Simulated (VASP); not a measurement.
The system is TiPbO4.

```
Ti Pb O
1.0
     0.00000    3.33517    3.33517
     3.33517    0.00000    3.33517
     3.33517    3.33517    0.00000
Ti Pb O
1 1 4
Cartesian
  1.6676 1.6676 1.6676
  0.0000 0.0000 0.0000
  2.5080 2.5080 4.1623
  2.5080 4.1623 2.5080
  4.1623 2.5080 2.5080
  4.1623 4.1623 4.1623
```

The cell was built by a generator and needn't be a form met in nature.

| Quantity | Value |
| --- | --- |
| Program | VASP 6.6.1 |
| Task | relaxation of cell and atoms |
| Functional | PBE |
| Potentials or basis | VASP PAW PBE potentials, release 64 (Ti_sv, Pb_d, O) |
| Cutoff | 520 eV |
| k mesh | 4 × 4 × 4 |
| Occupations | gaussian, width 0.15 eV |
| Spin | no spin polarisation |

At the start: pressure -7.7 GPa; volume 12.37 Å³/atom.

How do energy, volume and symmetry change on relaxing?

Over 3 steps the energy falls by 21.9 meV/atom and the volume is 11.52 Å³/atom (-6.8 %); space group F-43m (No. 216, to 0.05 Å).

Step by step:
```tsv
step	energy change (eV)	largest force (eV/Å)	pressure (GPa)	volume (Å³)
1	0.0000	0.0334	-7.70	74.20
2	-0.1243	0.0043	2.33	67.99
3	-0.1314	0.0089	-0.14	69.12
```

Final structure:
```
Ti Pb O
1.0
     0.00000    3.25733    3.25733
     3.25733    0.00000    3.25733
     3.25733    3.25733    0.00000
Ti Pb O
1 1 4
Direct
  0.25000 0.25000 0.25000
  0.00000 0.00000 0.00000
  0.62389 0.62389 0.12832
  0.62389 0.12832 0.62389
  0.12832 0.62389 0.62389
  0.62389 0.62389 0.62389
```

Caveat: the k mesh is coarse (spacing up to 0.41 Å⁻¹), so the values aren't converged.
